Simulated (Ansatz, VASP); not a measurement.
# Cross-check of CO2 between VASP and Ansatz

Aim: how closely do two programs agree when they are given the same cell, functional and k mesh? The cell is taken from a series of runs on this material, whose earlier steps may have relaxed, scaled, displaced or heated it; both programs get it as it stands.

Method: plane waves, with VASP 6.6.1 beside it; PBEsol and r2SCAN, in Ansatz 0.2.0.

## 1. Starting point

The structure is tetragonal, space group I-42d (No. 122). Conventional cell: a = 3.918 Å, b = 3.918 Å, c = 5.936 Å, α = 90.00°, β = 90.00°, γ = 90.00°. Nearest to C lie 4 O at 1.39 Å. O has 2 C at 1.39 Å nearest. Farther neighbours and most contacts between anions are not listed.

Coordinates:

```
C O
1.0
    -1.95882    1.95882    2.96788
     1.95882   -1.95882    2.96788
     1.95882    1.95882   -2.96788
C O
2 4
Direct
  0.75000 0.25000 0.50000
  0.00000 0.00000 0.00000
  0.70761 0.12500 0.08261
  0.04239 0.62500 0.91739
  0.37500 0.29239 0.41739
  0.87500 0.95761 0.58261
```

## 2. VASP: relaxation of cell and atoms, PBEsol

The relaxed volume is the usual yardstick between codes: in a stiff, nearly cubic crystal its relative difference is about their pressure difference at one cell divided by the bulk modulus.

Lines of VASP's logs that name or quote its potential files are left out, and so is its time.

The input, INCAR:

```
SYSTEM = CO2
PREC = Accurate
ENCUT = 600
EDIFF = 1E-07
NELM = 120
ISMEAR = 0
SIGMA = 0.01
LREAL = .FALSE.
ALGO = Normal
GGA = PS
NBANDS = 22
LORBIT = 11
LWAVE = .FALSE.
LCHARG = .FALSE.
ISIF = 3
IBRION = 2
NSW = 80
EDIFFG = -0.005
LASPH = .TRUE.
GGA_COMPAT = .FALSE.
NELMIN = 4
EFERMI = MIDGAP
KPAR = 2
```

The input, POSCAR:

```
CO2
1.0
   -1.9588180000      1.9588180000      2.9678760000
    1.9588180000     -1.9588180000      2.9678760000
    1.9588180000      1.9588180000     -2.9678760000
C O
2 4
Direct
    0.7500000000      0.2500000000      0.5000000000
    0.0000000000      0.0000000000      0.0000000000
    0.7076084914      0.1250000000      0.0826084914
    0.0423915086      0.6250000000      0.9173915086
    0.3750000000      0.2923915086      0.4173915086
    0.8750000000      0.9576084914      0.5826084914
```

The input, KPOINTS:

```
Automatic mesh
0
Gamma
8 8 8
0 0 0
```

The projector-augmented-wave data sets are C and O (PBE family, release 64).

On the command line:

```bash
> mpirun -np 2 vasp_std
```

Numbers of over 12 decimals in the logs are rounded to 6 here.

The log of the run:

```text
[banner, memory and clock lines left out]
running    2 mpi-ranks, on    1 nodes
 distrk:  each k-point on    1 cores,    2 groups
 distr:  one band on    1 cores,    1 groups

 POSCAR found type information on POSCAR C O
 POSCAR found :  2 types and       6 ions
|                                                                             |
|               ----> ADVICE to this user running VASP <----                  |
|                                                                             |
|     You enforced a specific xc type in the INCAR file but a different       |
|     [... a line on the potential file left out ...]
|     I HOPE YOU KNOW WHAT YOU ARE DOING!                                     |
|                                                                             |

 LDA part: xc-table for (Slater+PW92), standard interpolation
 POSCAR, INCAR and KPOINTS ok, starting setup
 FFT: planning ... GRIDC
 FFT: planning ... GRID_SOFT
 FFT: planning ... GRID
 WAVECAR not read
 entering main loop
       N       E                     dE             d eps       ncg     rms          rms(c)
DAV:   1     0.182184884262E+03    0.18218E+03   -0.20546E+04  2596   0.163E+03
DAV:   2    -0.403011624767E+02   -0.22249E+03   -0.21436E+03  3382   0.341E+02
DAV:   3    -0.488617889992E+02   -0.85606E+01   -0.85150E+01  3304   0.683E+01
DAV:   4    -0.489488368898E+02   -0.87048E-01   -0.86937E-01  3196   0.762E+00
DAV:   5    -0.489501825359E+02   -0.13456E-02   -0.13452E-02  3292   0.907E-01    0.125E+01
DAV:   6    -0.462151010462E+02    0.27351E+01   -0.78182E+00  3184   0.217E+01    0.521E+00
DAV:   7    -0.461584157284E+02    0.56685E-01   -0.63564E-01  3154   0.600E+00    0.283E+00
DAV:   8    -0.461307115850E+02    0.27704E-01   -0.74156E-02  3052   0.253E+00    0.476E-01
DAV:   9    -0.461280104358E+02    0.27011E-02   -0.17773E-02  3184   0.108E+00    0.180E-01
DAV:  10    -0.461279887146E+02    0.21721E-04   -0.17126E-03  3130   0.346E-01    0.599E-02
DAV:  11    -0.461279582976E+02    0.30417E-04   -0.20007E-04  3232   0.108E-01    0.186E-02
DAV:  12    -0.461279631045E+02   -0.48069E-05   -0.15969E-05  3094   0.323E-02    0.466E-03
DAV:  13    -0.461279631842E+02   -0.79698E-07   -0.26553E-06  3262   0.121E-02    0.281E-03
DAV:  14    -0.461279631940E+02   -0.98016E-08   -0.33694E-07  3112   0.516E-03
   1 F= -.46127963E+02 E0= -.46127963E+02  d E =-.461280E+02
 curvature:   0.00 expect dE= 0.000E+00 dE for cont linesearch  0.000E+00
 trial: gam= 0.00000 g(F)=  0.148E-02 g(S)=  0.286E-02 ort = 0.000E+00 (trialstep = 0.100E+01)
 search vector abs. value=  0.434E-02
 bond charge predicted
       N       E                     dE             d eps       ncg     rms          rms(c)
DAV:   1    -0.461319301185E+02   -0.39669E-02   -0.57015E-01  3034   0.624E+00    0.564E-01
DAV:   2    -0.461274324066E+02    0.44977E-02   -0.17802E-02  3046   0.109E+00    0.214E-01
DAV:   3    -0.461267546341E+02    0.67777E-03   -0.28382E-03  3184   0.359E-01    0.553E-02
DAV:   4    -0.461266843145E+02    0.70320E-04   -0.19714E-04  3202   0.126E-01    0.309E-02
DAV:   5    -0.461266692015E+02    0.15113E-04   -0.54078E-05  3082   0.564E-02    0.683E-03
DAV:   6    -0.461266684234E+02    0.77804E-06   -0.54531E-06  3178   0.174E-02    0.318E-03
DAV:   7    -0.461266679466E+02    0.47680E-06   -0.41915E-07  3184   0.584E-03    0.982E-04
DAV:   8    -0.461266678038E+02    0.14280E-06   -0.18346E-08  1664   0.102E-03    0.327E-04
DAV:   9    -0.461266677427E+02    0.61158E-07   -0.98131E-09  1514   0.704E-04
   2 F= -.46126668E+02 E0= -.46126668E+02  d E =0.129545E-02
 trial-energy change:    0.001295  1 .order    0.001273   -0.004339    0.006885
 step:   0.3837(harm=  0.3866)  dis= 0.00162  next Energy=   -46.128794 (dE=-0.831E-03)
 bond charge predicted
       N       E                     dE             d eps       ncg     rms          rms(c)
DAV:   1    -0.461307985882E+02   -0.41308E-02   -0.21685E-01  3028   0.386E+00    0.349E-01
DAV:   2    -0.461290849775E+02    0.17136E-02   -0.68122E-03  3046   0.674E-01    0.133E-01
DAV:   3    -0.461288241483E+02    0.26083E-03   -0.11015E-03  3196   0.225E-01    0.340E-02
DAV:   4    -0.461287981649E+02    0.25983E-04   -0.78319E-05  3196   0.796E-02    0.193E-02
DAV:   5    -0.461287926583E+02    0.55066E-05   -0.20686E-05  3088   0.348E-02    0.437E-03
DAV:   6    -0.461287930892E+02   -0.43085E-06   -0.21969E-06  3160   0.109E-02    0.202E-03
DAV:   7    -0.461287933769E+02   -0.28772E-06   -0.15322E-07  2042   0.369E-03    0.659E-04
DAV:   8    -0.461287934587E+02   -0.81775E-07   -0.28315E-08  1550   0.122E-03
   3 F= -.46128793E+02 E0= -.46128793E+02  d E =-.830265E-03
 curvature:  -0.19 expect dE=-0.501E-06 dE for cont linesearch -0.140E-07
 trial: gam= 0.00468 g(F)=  0.324E-06 g(S)=  0.227E-05 ort =-0.177E-04 (trialstep = 0.877E+00)
 search vector abs. value=  0.252E-05
 reached required accuracy - stopping structural energy minimisation
```

OUTCAR, selected parts (step 2):

```text
ion  position               nearest neighbor table
   1  0.750  0.250  0.500-   3 1.39   4 1.39   5 1.39   6 1.39
   2  0.000  0.000  0.000-   3 1.39   4 1.39   5 1.39   6 1.39
   3  0.708  0.125  0.083-   1 1.39   2 1.39
   4  0.042  0.625  0.917-   1 1.39   2 1.39
   5  0.375  0.292  0.417-   1 1.39   2 1.39
   6  0.875  0.958  0.583-   1 1.39   2 1.39

  LATTYP: Found a body centered tetragonal cell.
 ALAT       =     3.9176360000
 C/A-ratio  =     1.5151361689

 Subroutine GETGRP returns: Found  8 space group operations
 (whereof  4 operations were pure point group operations)

The static configuration has the point symmetry S_4 .
 The point group associated with its full space group is D_2d.

 Found     59 irreducible k-points:

   k-points           NKPTS =     59   k-points in BZ     NKDIM =     59   number of bands    NBANDS=     22

   dimension x,y,z NGX =    32 NGY =   32 NGZ =   32
   dimension x,y,z NGXF=    64 NGYF=   64 NGZF=   64

   ENCUT  =  600.0 eV  44.10 Ry    6.64 a.u.   8.11  8.11  8.11*2*pi/ulx,y,z

   NELECT =      32.0000    total number of electrons

 k-points in reciprocal lattice and weights: Automatic mesh
   0.00000000  0.00000000  0.00000000       0.002
   0.12500000  0.00000000 -0.00000000       0.016
   0.25000000  0.00000000 -0.00000000       0.016
   0.37500000  0.00000000 -0.00000000       0.016
   0.50000000  0.00000000 -0.00000000       0.008
   0.12500000  0.12500000 -0.00000000       0.016
   0.25000000  0.12500000 -0.00000000       0.031
   0.37500000  0.12500000  0.00000000       0.031
   0.50000000  0.12500000 -0.00000000       0.031
[...]
-0.37500000 -0.37500000  0.37500000       0.004
   0.50000000  0.50000000  0.50000000       0.002

 average (electrostatic) potential at core
       1 -55.0303       2 -55.0303       3 -72.3035       4 -72.3035       5 -72.3035
       6 -72.3035

 E-fermi :   6.1581

 k-point     1 :       0.0000    0.0000    0.0000
  band No.  band energies     occupation
    ...
     12       1.0926      2.00000
     13       1.0926      2.00000
     14       1.4879      2.00000
     15       1.4879      2.00000
     16       1.9436      2.00000
     17       9.9359      0.00000
     18      11.7453      0.00000
     19      11.7647      0.00000
     20      11.7647      0.00000
     21      14.6483      0.00000
    ...

 k-point     2 :       0.1250    0.0000   -0.0000
  band No.  band energies     occupation
    ...
     12       0.9134      2.00000
     13       1.1280      2.00000
     14       1.3023      2.00000
     15       1.5041      2.00000
     16       1.8241      2.00000
     17      10.1251      0.00000
     18      11.7380      0.00000
     19      11.7645      0.00000
     20      12.0903      0.00000
     21      14.4562      0.00000
    ...

 k-point     3 :       0.2500    0.0000   -0.0000
  band No.  band energies     occupation
    ...
     12       0.0532      2.00000
     13       0.7863      2.00000
     14       1.4607      2.00000
     15       1.5335      2.00000
     16       1.9153      2.00000
     17      10.4723      0.00000
     18      11.7575      0.00000
     19      11.8190      0.00000
     20      12.6581      0.00000
     21      14.2587      0.00000
    ...

  Total       -0.0102485     -0.0102485      0.0084722      0.0000000      0.0000000      0.0000000
  in kB       -0.3593339     -0.3593339      0.2970533      0.0000000      0.0000000      0.0000000
  external PRESSURE =      -0.1405381 kB  Pullay stress =       0.0000000 kB

  energy-cutoff  :      600.00
  volume of cell :       45.70
      direct lattice vectors                 reciprocal lattice vectors
    -1.961019948  1.961019948  2.970618870     0.000000000  0.254969359  0.168315096
     1.961019948 -1.961019948  2.970618870     0.254969359  0.000000000  0.168315096
     1.961019948  1.961019948 -2.970618870     0.254969359  0.254969359  0.000000000

 POSITION                                       TOTAL-FORCE (eV/Angst)
 -----------------------------------------------------------------------------------
     -0.00000      1.96102      1.48531        -0.000000      0.000000     -0.000000
     -0.00000      0.00000      0.00000        -0.000000      0.000000     -0.000000
     -0.98051      1.30287      2.22796        -0.000000     -0.001295      0.000000
      2.94153      0.65815     -0.74265        -0.000000      0.001295      0.000000
      0.65815      0.98051      0.74265         0.001295      0.000000      0.000000
      1.30287      0.98051      3.71327        -0.001295      0.000000      0.000000
 -----------------------------------------------------------------------------------
    total drift:                               -0.000001     -0.000001     -0.000002

  FREE ENERGIE OF THE ION-ELECTRON SYSTEM (eV)
  ---------------------------------------------------
  free  energy   TOTEN  =       -46.1287934587 eV

  energy  without entropy=      -46.1287934587  energy(sigma->0) =      -46.12879346

 reached required accuracy - stopping structural energy minimisation

 total charge
# of ion       s       p       d       tot
------------------------------------------
    1        0.788   1.574   0.000   2.362
    2        0.788   1.574   0.000   2.362
    3        1.559   3.619   0.000   5.178
    4        1.559   3.619   0.000   5.178
    5        1.559   3.619   0.000   5.178
    6        1.559   3.619   0.000   5.178
--------------------------------------------------
tot          7.812  17.624   0.000  25.436

[... 3 further parts left out ...]
```

CONTCAR:

```
CO2
   1.00000000000000
    -1.9610199477331076    1.9610199477331076    2.9706188701716596
     1.9610199477331076   -1.9610199477331076    2.9706188701716596
     1.9610199477331076    1.9610199477331076   -2.9706188701716596
  C               O
     2     4
Direct
     0.7500000000000000    0.2500000000000000    0.5000000000000000
     0.0000000000000000    0.0000000000000000    0.0000000000000000
     0.7071923093175251    0.1250000000000000    0.0821923093175252
     0.0428076906824749    0.6250000000000000    0.9178076906824749
     0.3750000000000000    0.2928076906824749    0.4178076906824749
     0.8750000000000000    0.9571923093175251    0.5821923093175251
```

[end of part 1 of 2]

[Lines on the potential files, build, host, timing and source positions are cut from VASP's logs without a mark.]

[Logs are printed without paths, hosts, clocks, repeated set-up lines and the standing remarks that a program may print on its own settings, such as how far it seeks lower states.]

[Hosts, paths, dates, database ids (printed as entryN), source tags and the programs' standing remarks are cut or masked in the printed files.]
